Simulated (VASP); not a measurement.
Level of theory: PBEsol GGA, VASP's PBE PAW potentials (set 64) (plane waves; VASP).

VASP input:

### INCAR
```
SYSTEM = PbO
PREC = Accurate; ENCUT = 620; LREAL = .FALSE.
LASPH = .TRUE.
EDIFF = 1E-6; NELM = 100; ALGO = Normal
LMAXMIX = 4
ISMEAR = 1; SIGMA = 0.1
GGA = PS
IBRION = 2; NSW = 40; ISIF = 3
EDIFFG = -0.02; PSTRESS = 450
LWAVE = .FALSE.; LCHARG = .FALSE.
```

### POSCAR
```
PbO
1
    3.0868280926    -0.0000000003     0.0000000000
   -1.5434140467     2.6732729132     0.0000000000
    0.0000000000    -0.0000000000     6.3749965360
Pb O
2 2
Direct
  0.0000000000   0.0000000000   0.0000000000
  0.0000000000   0.0000000000   0.5000000000
  0.3333330000   0.6666670000   0.2500000000
  0.6666670000   0.3333330000   0.7500000000
```

KPOINTS:
```
Automatic mesh
0
Gamma
11 11 5
0 0 0
```

POTCAR, in this order: Pb_d O (PBE.64 set). Program: vasp_std.

Unless said otherwise, spin-orbit coupling is left out, though it shifts the bands of the heavy elements here.

Task: What does the run give for the energy per atom (σ→0), volume per atom, band gap (on the k-mesh)?

Result: 
| Quantity | Result |
|---|---|
| energy per atom (σ→0) | -4.970 eV/atom |
| band gap (on the k-mesh) | none (metal, semimetal or under 0.01 eV) |
| volume per atom | 13.16 Å^3/atom |

### OSZICAR
```
...
       N       E                     dE             d eps       ncg     rms          rms(c)
DAV:   1    -0.198828713908E+02    0.24073E-01   -0.36276E-02  2728   0.343E+00    0.202E-01
DAV:   2    -0.198819149197E+02    0.95647E-03   -0.29720E-03  3136   0.812E-01    0.631E-02
DAV:   3    -0.198817699970E+02    0.14492E-03   -0.43398E-04  3080   0.477E-01    0.197E-02
DAV:   4    -0.198817647037E+02    0.52933E-05   -0.78435E-05  3440   0.113E-01    0.516E-03
DAV:   5    -0.198817673615E+02   -0.26578E-05   -0.75095E-06  2792   0.342E-02    0.219E-03
DAV:   6    -0.198817674097E+02   -0.48203E-07   -0.83968E-07  1240   0.231E-02
   3 F= -.50969264E+01 E0= -.50966220E+01  d E =-.220056E-04
```

The structure was generated: PbO was put into the NiAs type type (P6_3/mmc), which need not be its known phase. This run relaxes it under an external pressure of 45 GPa. Symmetry was kept, so distortions that lower it aren't found.
